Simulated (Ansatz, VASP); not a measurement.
# Y: VASP beside Ansatz

Aim: how closely do two programs agree when they are given the same cell, functional and k mesh? The cell is taken from a series of runs on this material, whose earlier steps may have relaxed, scaled, displaced or heated it; both programs get it as it stands.

Program: Ansatz 0.2.0. Level of theory: plane waves, with VASP 6.6.1 beside it; zone-centre phonons at LDA. Results are calculated unless marked as measured.

## Step 1: The starting structure

It takes space group P6_3/mmc (No. 194, hexagonal). The conventional cell has a = 3.580 Å, b = 3.580 Å, c = 5.285 Å, α = 90.00°, β = 90.00°, γ = 120.00°. Nearest to Y lie 12 Y at 3.35 to 3.58 Å.

Coordinates:

```
Y
1.0
     3.57994    0.00000    0.00000
    -1.78997    3.10032    0.00000
     0.00000    0.00000    5.28537
Y
2
Direct
  0.33333 0.66667 0.25000
  0.66667 0.33333 0.75000
```

## Step 2: VASP: zone-centre phonons, LDA

Second derivatives magnify differences that forces hide, and they need a tight electronic threshold.

Lines of VASP's logs that name or quote its potential files are left out, and so is its time.

The input, INCAR:

```
SYSTEM = Y
PREC = Accurate
ENCUT = 500
EDIFF = 1E-08
NELM = 120
ISMEAR = 1
SIGMA = 0.2
LREAL = .FALSE.
ALGO = Normal
GGA = CA
NBANDS = 17
LASPH = .TRUE.
LORBIT = 11
LWAVE = .FALSE.
LCHARG = .FALSE.
ISIF = 2
IBRION = 8
GGA_COMPAT = .FALSE.
KPAR = 2
```

The input, POSCAR:

```
Y
1.0
    3.5799403402      0.0000000000      0.0000000000
   -1.7899701701      3.1003192786      0.0000000000
    0.0000000000      0.0000000000      5.2853692154
Y
2
Direct
    0.3333332229      0.6666667771      0.2500000000
    0.6666667771      0.3333332229      0.7500000000
```

The input, KPOINTS:

```
Automatic mesh
0
Gamma
15 15 8
0 0 0
```

Potentials, in the order of the species: Y_sv (LDA family, release 64).

Launch:

```bash
$ mpirun -np 2 vasp_std
```

Numbers of over 12 decimals in the logs are rounded to 6 here.

Log:

```text
[banner, memory and clock lines left out]
running    2 mpi-ranks, on    1 nodes
 distrk:  each k-point on    1 cores,    2 groups
 distr:  one band on    1 cores,    1 groups

 POSCAR found type information on POSCAR Y
 POSCAR found :  1 types and       2 ions
 LDA part: xc-table for (Slater(with rela. corr.)+CA(PZ))
 , standard interpolation
 POSCAR, INCAR and KPOINTS ok, starting setup
 FFT: planning ... GRIDC
 FFT: planning ... GRID_SOFT
 FFT: planning ... GRID
 WAVECAR not read
 entering main loop
       N       E                     dE             d eps       ncg     rms          rms(c)
DAV:   1     0.869977724376E+02    0.86998E+02   -0.11300E+04  4590   0.121E+03
DAV:   2    -0.718209351956E+01   -0.94180E+02   -0.92771E+02  5773   0.265E+02
DAV:   3    -0.140520676349E+02   -0.68700E+01   -0.68110E+01  8189   0.441E+01
DAV:   4    -0.142249739507E+02   -0.17291E+00   -0.17271E+00  5577   0.715E+00
DAV:   5    -0.142286854605E+02   -0.37115E-02   -0.37107E-02  6645   0.781E-01    0.357E+01
DAV:   6    -0.139251140281E+02    0.30357E+00   -0.38937E-01  4990   0.398E+00    0.220E+01
DAV:   7    -0.138829574848E+02    0.42157E-01   -0.75244E-01  6574   0.490E+00    0.175E+00
DAV:   8    -0.138705661338E+02    0.12391E-01   -0.12002E-01  5686   0.215E+00    0.438E-01
DAV:   9    -0.138706451423E+02   -0.79009E-04   -0.49278E-03  6444   0.483E-01    0.167E-01
DAV:  10    -0.138706136867E+02    0.31456E-04   -0.40724E-04  6602   0.157E-01    0.451E-02
DAV:  11    -0.138706155738E+02   -0.18871E-05   -0.21071E-05  6498   0.318E-02    0.394E-02
DAV:  12    -0.138706150164E+02    0.55732E-06   -0.53825E-06  5396   0.196E-02    0.856E-03
DAV:  13    -0.138706149271E+02    0.89379E-07   -0.29744E-07  6101   0.444E-03    0.117E-03
DAV:  14    -0.138706149281E+02   -0.10141E-08   -0.94043E-09  3911   0.708E-04
   1 F= -.13870615E+02 E0= -.13871185E+02  d E =0.171165E-02
 Linear response reoptimize wavefunctions to high precision
DAV:   1    -0.138706149288E+02   -0.71350E-09   -0.21239E-09  4416   0.316E-04
DAV:   2    -0.138706149288E+02   -0.18190E-10   -0.26254E-10  2924   0.112E-04
 Linear response DOF=           2
 Linear response progress:
  Degree of freedom:   1/  2
       N       E                     dE             d eps       ncg     rms          rms(c)
 HAMIL_LR internal error: the vector H(1)-e(1) S(1) |phi(0)> is not orthogonal t
 o |phi(0)>         222           9  1.841137647723828E-004
 HAMIL_LR internal error: the vector H(1)-e(1) S(1) |phi(0)> is not orthogonal t
 o |phi(0)>         222          10  1.279614071760526E-004
 HAMIL_LR internal error: the vector H(1)-e(1) S(1) |phi(0)> is not orthogonal t
 o |phi(0)>         217          17  1.181164480483221E-004
 HAMIL_LR internal error: the vector H(1)-e(1) S(1) |phi(0)> is not orthogonal t
 o |phi(0)>         224           9  1.840053401926853E-004
 HAMIL_LR internal error: the vector H(1)-e(1) S(1) |phi(0)> is not orthogonal t
 o |phi(0)>         224          10  1.268888825769615E-004
 HAMIL_LR internal error: the vector H(1)-e(1) S(1) |phi(0)> is not orthogonal t
 o |phi(0)>         219          17  1.166999838470018E-004
 HAMIL_LR internal error: the vector H(1)-e(1) S(1) |phi(0)> is not orthogonal t
 o |phi(0)>         226           9  1.837582811376574E-004
 HAMIL_LR internal error: the vector H(1)-e(1) S(1) |phi(0)> is not orthogonal t
 o |phi(0)>         226          10  1.256395970868907E-004
 HAMIL_LR internal error: the vector H(1)-e(1) S(1) |phi(0)> is not orthogonal t
 o |phi(0)>         228           9  1.830504183299164E-004
 HAMIL_LR internal error: the vector H(1)-e(1) S(1) |phi(0)> is not orthogonal t
 o |phi(0)>         228          10  1.232189689364810E-004
 HAMIL_LR internal error: the vector H(1)-e(1) S(1) |phi(0)> is not orthogonal t
 o |phi(0)>         230           9  1.804105142317047E-004
 HAMIL_LR internal error: the vector H(1)-e(1) S(1) |phi(0)> is not orthogonal t
 o |phi(0)>         230          10  1.153395729191140E-004
 HAMIL_LR internal error: the vector H(1)-e(1) S(1) |phi(0)> is not orthogonal t
 o |phi(0)>         232           9  1.711549728485862E-004
 HAMIL_LR internal error: the vector H(1)-e(1) S(1) |phi(0)> is not orthogonal t
 o |phi(0)>         232          10  1.091206725326588E-004
 HAMIL_LR internal error: the vector H(1)-e(1) S(1) |phi(0)> is not orthogonal t
 o |phi(0)>         234           9  1.543877031704444E-004
 HAMIL_LR internal error: the vector H(1)-e(1) S(1) |phi(0)> is not orthogonal t
 o |phi(0)>         234          10  1.103087367853584E-004
 HAMIL_LR internal error: the vector H(1)-e(1) S(1) |phi(0)> is not orthogonal t
 o |phi(0)>         238           9  1.814248310024894E-004
 HAMIL_LR internal error: the vector H(1)-e(1) S(1) |phi(0)> is not orthogonal t
 o |phi(0)>         238          10  1.210532496460637E-004
 HAMIL_LR internal error: the vector H(1)-e(1) S(1) |phi(0)> is not orthogonal t
 o |phi(0)>         248           9  1.790351095769527E-004
[...]
o |phi(0)>         398           9  1.770196130088664E-004
 HAMIL_LR internal error: the vector H(1)-e(1) S(1) |phi(0)> is not orthogonal t
 o |phi(0)>         398          10  1.668225306329166E-004
 HAMIL_LR internal error: the vector H(1)-e(1) S(1) |phi(0)> is not orthogonal t
 o |phi(0)>         400           9  1.712924863803700E-004
[...]
o |phi(0)>         444          10  1.049073527771508E-004
 HAMIL_LR internal error: the vector H(1)-e(1) S(1) |phi(0)> is not orthogonal t
 o |phi(0)>         449           9  1.258103961445933E-004
 HAMIL_LR internal error: the vector H(1)-e(1) S(1) |phi(0)> is not orthogonal t
 o |phi(0)>         449          10  1.006179556786724E-004
 HAMIL_LR internal error: the vector H(1)-e(1) S(1) |phi(0)> is not orthogonal t
 o |phi(0)>         454           9  1.094208453468193E-004
 HAMIL_LR internal error: the vector H(1)-e(1) S(1) |phi(0)> is not orthogonal t
 o |phi(0)>         454          10  1.066667136825905E-004
 HAMIL_LR internal error: the vector H(1)-e(1) S(1) |phi(0)> is not orthogonal t
 o |phi(0)>         461           9  1.188388087923348E-004
 HAMIL_LR internal error: the vector H(1)-e(1) S(1) |phi(0)> is not orthogonal t
 o |phi(0)>         466           9  1.004522245109940E-004
 HAMIL_LR internal error: the vector H(1)-e(1) S(1) |phi(0)> is not orthogonal t
 o |phi(0)>         475          17  1.022343524819946E-004
 HAMIL_LR internal error: the vector H(1)-e(1) S(1) |phi(0)> is not orthogonal t
 o |phi(0)>         480           9  1.747242050730569E-004
 HAMIL_LR internal error: the vector H(1)-e(1) S(1) |phi(0)> is not orthogonal t
 o |phi(0)>         482           9  1.738711529171966E-004
 HAMIL_LR internal error: the vector H(1)-e(1) S(1) |phi(0)> is not orthogonal t
 o |phi(0)>         484           9  1.706805231166406E-004
 HAMIL_LR internal error: the vector H(1)-e(1) S(1) |phi(0)> is not orthogonal t
 o |phi(0)>         486           9  1.613164581600185E-004
 HAMIL_LR internal error: the vector H(1)-e(1) S(1) |phi(0)> is not orthogonal t
 o |phi(0)>         488          10  1.441971823887556E-004
 HAMIL_LR internal error: the vector H(1)-e(1) S(1) |phi(0)> is not orthogonal t
 o |phi(0)>         490          10  1.279326911045459E-004
 HAMIL_LR internal error: the vector H(1)-e(1) S(1) |phi(0)> is not orthogonal t
 o |phi(0)>         492          10  1.196389904928874E-004
 HAMIL_LR internal error: the vector H(1)-e(1) S(1) |phi(0)> is not orthogonal t
 o |phi(0)>         494           9  1.710385993153199E-004
 HAMIL_LR internal error: the vector H(1)-e(1) S(1) |phi(0)> is not orthogonal t
 o |phi(0)>         496           9  1.686248797514377E-004
 HAMIL_LR internal error: the vector H(1)-e(1) S(1) |phi(0)> is not orthogonal t
 o |phi(0)>         498          10  1.585816614574978E-004
 HAMIL_LR internal error: the vector H(1)-e(1) S(1) |phi(0)> is not orthogonal t
 o |phi(0)>         501           9  1.621734205997788E-004
 HAMIL_LR internal error: the vector H(1)-e(1) S(1) |phi(0)> is not orthogonal t
 o |phi(0)>         503          10  1.338694615071329E-004
 HAMIL_LR internal error: the vector H(1)-e(1) S(1) |phi(0)> is not orthogonal t
 o |phi(0)>         506          10  1.483294685391823E-004
 HAMIL_LR internal error: the vector H(1)-e(1) S(1) |phi(0)> is not orthogonal t
 o |phi(0)>         511          10  1.307185794925669E-004
 HAMIL_LR internal error: the vector H(1)-e(1) S(1) |phi(0)> is not orthogonal t
 o |phi(0)>         516          10  1.187229709137816E-004
 HAMIL_LR internal error: the vector H(1)-e(1) S(1) |phi(0)> is not orthogonal t
 o |phi(0)>         521          10  1.148996208995834E-004
 HAMIL_LR internal error: the vector H(1)-e(1) S(1) |phi(0)> is not orthogonal t
 o |phi(0)>         523           9  1.519779325499298E-004
 HAMIL_LR internal error: the vector H(1)-e(1) S(1) |phi(0)> is not orthogonal t
 o |phi(0)>         525          10  1.402152826839006E-004
 HAMIL_LR internal error: the vector H(1)-e(1) S(1) |phi(0)> is not orthogonal t
 o |phi(0)>         527           9  1.209017724997236E-004
 HAMIL_LR internal error: the vector H(1)-e(1) S(1) |phi(0)> is not orthogonal t
 o |phi(0)>         530          10  1.240307494606158E-004
 HAMIL_LR internal error: the vector H(1)-e(1) S(1) |phi(0)> is not orthogonal t
 o |phi(0)>         535          10  1.106904352592419E-004
 HAMIL_LR internal error: the vector H(1)-e(1) S(1) |phi(0)> is not orthogonal t
 o |phi(0)>         540          10  1.045546242996742E-004
 HAMIL_LR internal error: the vector H(1)-e(1) S(1) |phi(0)> is not orthogonal t
 o |phi(0)>         545          10  1.051405699625226E-004
RMM:  17    -0.251558626796E+00    0.14551E-07   -0.56331E-06 50100   0.128E-03    0.360E-04
 first order change of Fermi-energy  -0.90005E-05
 force on displaced ion       1 direction 1 :  -1.506   0.000   0.000
 Linear response progress:
  Degree of freedom:   2/  2
       N       E                     dE             d eps       ncg     rms          rms(c)
RMM:   1    -0.297793265847E+00   -0.29779E+00    0.42031E+00  7703   0.107E+01
RMM:   2    -0.288348647595E+00    0.94446E-02   -0.19995E-01 11350   0.195E+00    0.337E-01
RMM:   3    -0.290798626626E+00   -0.24500E-02   -0.14602E-02 12629   0.578E-01    0.199E-01
RMM:   4    -0.291679877266E+00   -0.88125E-03   -0.22248E-03 14291   0.237E-01    0.731E-02
RMM:   5    -0.291506567397E+00    0.17331E-03   -0.49519E-04 15009   0.105E-01    0.117E-02
RMM:   6    -0.291392915446E+00    0.11365E-03   -0.33004E-04 16243   0.483E-02    0.100E-02
RMM:   7    -0.291219481998E+00    0.17343E-03   -0.17005E-04 15821   0.201E-02    0.403E-03
RMM:   8    -0.291202520147E+00    0.16962E-04   -0.87169E-05 16141   0.102E-02    0.959E-04
RMM:   9    -0.291194921190E+00    0.75990E-05   -0.60080E-05 16336   0.551E-03    0.591E-04
RMM:  10    -0.291188998552E+00    0.59226E-05   -0.42983E-05 16034   0.343E-03    0.219E-04
RMM:  11    -0.291190973559E+00   -0.19750E-05   -0.24508E-05 16401   0.231E-03    0.114E-04
RMM:  12    -0.291190920076E+00    0.53483E-07   -0.15232E-05 16245   0.170E-03    0.881E-05
RMM:  13    -0.291190466921E+00    0.45316E-06   -0.97273E-06 16511   0.134E-03    0.506E-05
RMM:  14    -0.291189992288E+00    0.47463E-06   -0.71244E-06 15920   0.114E-03    0.114E-04
RMM:  15    -0.291190905431E+00   -0.91314E-06   -0.41443E-06 15726   0.101E-03    0.684E-05
RMM:  16    -0.291190974145E+00   -0.68715E-07   -0.36174E-06 16200   0.880E-04    0.123E-04
RMM:  17    -0.291190910332E+00    0.63814E-07   -0.24119E-06 16076   0.793E-04    0.120E-04
RMM:  18    -0.291190952898E+00   -0.42566E-07   -0.20973E-06 15866   0.727E-04    0.134E-04
RMM:  19    -0.291190961827E+00   -0.89290E-08   -0.13408E-06 15902   0.678E-04    0.127E-04
 first order change of Fermi-energy   0.51922E-04
 force on displaced ion       1 direction 3 :  -0.000   0.000  -5.511
 Linear response finished
```

From OUTCAR (step 2):

```text
ion  position               nearest neighbor table
   1  0.333  0.667  0.250-   2 3.35   2 3.35   2 3.35   2 3.35   2 3.35   2 3.35
   2  0.667  0.333  0.750-   1 3.35   1 3.35   1 3.35   1 3.35   1 3.35   1 3.35

  LATTYP: Found a hexagonal cell.
 ALAT       =     3.5799403402
 C/A-ratio  =     1.4763847196

 Subroutine GETGRP returns: Found 24 space group operations
 (whereof 12 operations were pure point group operations)

The static configuration has the point symmetry D_3d.
 The point group associated with its full space group is D_6h.

 Found    135 irreducible k-points:

   k-points           NKPTS =    135   k-points in BZ     NKDIM =    135   number of bands    NBANDS=     17

   dimension x,y,z NGX =    28 NGY =   28 NGZ =   40
   dimension x,y,z NGXF=    56 NGYF=   56 NGZF=   80

   ENCUT  =  500.0 eV  36.75 Ry    6.06 a.u.   6.53  6.53  9.64*2*pi/ulx,y,z

   NELECT =      22.0000    total number of electrons

 k-points in reciprocal lattice and weights: Automatic mesh
   0.00000000  0.00000000  0.00000000       0.001
   0.06666667  0.00000000  0.00000000       0.003
   0.13333333  0.00000000  0.00000000       0.003
   0.20000000  0.00000000  0.00000000       0.003
   0.26666667  0.00000000  0.00000000       0.003
   0.33333333 -0.00000000  0.00000000       0.003
   0.40000000 -0.00000000  0.00000000       0.003
   0.46666667  0.00000000  0.00000000       0.003
   0.06666667  0.06666667  0.00000000       0.003
[...]
0.33333333  0.26666667  0.50000000       0.007
   0.33333333  0.33333333  0.50000000       0.001

 average (electrostatic) potential at core
       1 -36.8418       2 -36.8418

  Total       -0.0601371     -0.0601371      1.1175683      0.0000000      0.0000000      0.0000000
  in kB       -1.6424633     -1.6424633     30.5229917      0.0000000      0.0000000      0.0000000
  external PRESSURE =       9.0793551 kB  Pullay stress =       0.0000000 kB

  energy-cutoff  :      500.00
  volume of cell :       58.66
      direct lattice vectors                 reciprocal lattice vectors
     3.579940340  0.000000000  0.000000000     0.279334264  0.161273713  0.000000000
    -1.789970170  3.100319279  0.000000000     0.000000000  0.322547425  0.000000000
     0.000000000  0.000000000  5.285369215     0.000000000  0.000000000  0.189201541

 POSITION                                       TOTAL-FORCE (eV/Angst)
 -----------------------------------------------------------------------------------
     -0.00000      2.06688      1.32134         0.000000      0.000000      0.000000
      1.78997      1.03344      3.96403        -0.000000     -0.000000      0.000000
 -----------------------------------------------------------------------------------
    total drift:                               -0.000144      0.000083     -0.000003

 Eigenvectors and eigenvalues of the dynamical matrix
 ----------------------------------------------------

   1 f  =    5.504657 THz    34.586781 2PiTHz  183.615596 cm-1    22.765422 meV
             X         Y         Z           dx          dy          dz
     -0.000001  2.066880  1.321342    -0.000000    0.000000    0.707107
      1.789971  1.033439  3.964027     0.000000   -0.000000   -0.707107

   2 f  =    2.877356 THz    18.078962 2PiTHz   95.978273 cm-1    11.899784 meV
             X         Y         Z           dx          dy          dz
     -0.000001  2.066880  1.321342     0.707107    0.000000    0.000000
      1.789971  1.033439  3.964027    -0.707107   -0.000000    0.000000

   3 f  =    2.877356 THz    18.078962 2PiTHz   95.978273 cm-1    11.899784 meV
             X         Y         Z           dx          dy          dz
     -0.000001  2.066880  1.321342     0.000000   -0.707107   -0.000000
      1.789971  1.033439  3.964027     0.000000    0.707107   -0.000000

   4 f  =    0.000000 THz     0.000000 2PiTHz    0.000001 cm-1     0.000000 meV
             X         Y         Z           dx          dy          dz
     -0.000001  2.066880  1.321342    -0.000000   -0.693626    0.137415
      1.789971  1.033439  3.964027    -0.000000   -0.693626    0.137415

   5 f  =    0.000000 THz     0.000000 2PiTHz    0.000000 cm-1     0.000000 meV
             X         Y         Z           dx          dy          dz
     -0.000001  2.066880  1.321342     0.707107    0.000000    0.000000
      1.789971  1.033439  3.964027     0.707107   -0.000000    0.000000

   6 f/i=    0.000000 THz     0.000000 2PiTHz    0.000002 cm-1     0.000000 meV
             X         Y         Z           dx          dy          dz
     -0.000001  2.066880  1.321342     0.000000    0.137415    0.693626
      1.789971  1.033439  3.964027     0.000000    0.137415    0.693626

 ELASTIC MODULI CONTR FROM IONIC RELAXATION (kBar)
 Direction    XX          YY          ZZ          XY          YZ          ZX
 --------------------------------------------------------------------------------
 XX         -67.1012     67.1012      0.0000      0.0000      0.0000      0.0000
 YY          67.1012    -67.1012      0.0000     -0.0000      0.0000      0.0000
 ZZ           0.0000      0.0000      0.0000      0.0000      0.0000      0.0000
 XY           0.0000     -0.0000      0.0000    -67.1012      0.0000      0.0000
 YZ           0.0000      0.0000      0.0000      0.0000      0.0000      0.0000
 ZX           0.0000      0.0000      0.0000      0.0000      0.0000      0.0000
 --------------------------------------------------------------------------------
```

[end of part 1 of 2]

[Lines on the potential files, build, host, timing and source positions are cut from VASP's logs without a mark.]

[Logs are printed without paths, hosts, clocks, repeated set-up lines and the standing remarks that a program may print on its own settings, such as how far it seeks lower states.]

[Hosts, paths, dates, database ids (printed as entryN), source tags and the programs' standing remarks are cut or masked in the printed files.]
